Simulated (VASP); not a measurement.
The system is Ta.

```
Ta
1.0
    -1.65128    1.65128    1.65128
     1.65128   -1.65128    1.65128
     1.65128    1.65128   -1.65128
Ta
1
Direct
  0.00000 0.00000 0.00000
```

| Property | Result |
| --- | --- |
| Program | VASP 6.6.1 |
| Task | relaxation of cell and atoms |
| Functional | PBE |
| Dispersion | D3(BJ) |
| Potentials or basis | VASP PAW PBE potentials, release 64 (Ta_pv) |
| Cutoff | 520 eV |
| k mesh | 18 × 18 × 18 |
| Occupations | gaussian, width 0.1 eV |
| Spin | no spin polarisation |

At the start: pressure -3.1 GPa; volume 18.01 Å³/atom.

Question: How do energy, volume and symmetry change on relaxing?

Answer: Over 6 steps the energy falls by 2.7 meV/atom and the volume is 17.74 Å³/atom (-1.5 %); space group Im-3m (No. 229, to 0.05 Å).

The path:
```csv
step,energy change (eV),largest force (eV/Å),pressure (GPa),volume (Å³)
1,0.0000,0.0000,-3.06,18.01
2,0.0115,0.0000,7.69,17.13
3,-0.0027,0.0000,-0.02,17.74
4,-0.0027,0.0000,0.04,17.73
5,-0.0027,0.0000,-0.07,17.74
6,-0.0027,0.0000,0.01,17.74
```

Final structure:
```yaml
crystal:
  lattice:
    - [-1.64286, 1.64286, 1.64286]
    - [1.64286, -1.64286, 1.64286]
    - [1.64286, 1.64286, -1.64286]
  atoms:
    - { symbol: Ta, position: [0.00000, 0.00000, 0.00000] }
```

Caveat: pairwise dispersion overbinds metals, which lowers pressure and volume.
